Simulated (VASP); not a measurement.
The system is ZnBi3.

```
CELL_PARAMETERS angstrom
4.87316 0.00000 0.00000
0.00000 4.87316 0.00000
0.00000 0.00000 4.87316
ATOMIC_POSITIONS crystal
Zn 0.00000 0.00000 0.00000
Bi 0.00000 0.50000 0.50000
Bi 0.50000 0.00000 0.50000
Bi 0.50000 0.50000 0.00000
```

The cell comes from a database or a generator and needn't be the stable form of this composition.

Base run:

```yaml
Program: VASP 6.6.1
Functional: RPBE
Potentials_or_basis: VASP PAW PBE potentials, release 64 (Zn, Bi_d)
Cutoff: 520 eV
k_mesh: 5 × 5 × 5
Occupations: gaussian, width 0.05 eV
Spin: no spin polarisation
```

Its results: band gap on the k mesh none (metal or under the smearing width); pressure 1.4 GPa.

Problem. The run is repeated on the same cell with these changes: functional from RPBE to BLYP. What comes out?

Solution. Band gap on the k mesh none (metal or under the smearing width); pressure 4.1 GPa.

Caveats: the PAW data sets were made with another functional, which shifts forces and pressure a little; spin-orbit coupling is left out, which moves the levels of the heavy elements.
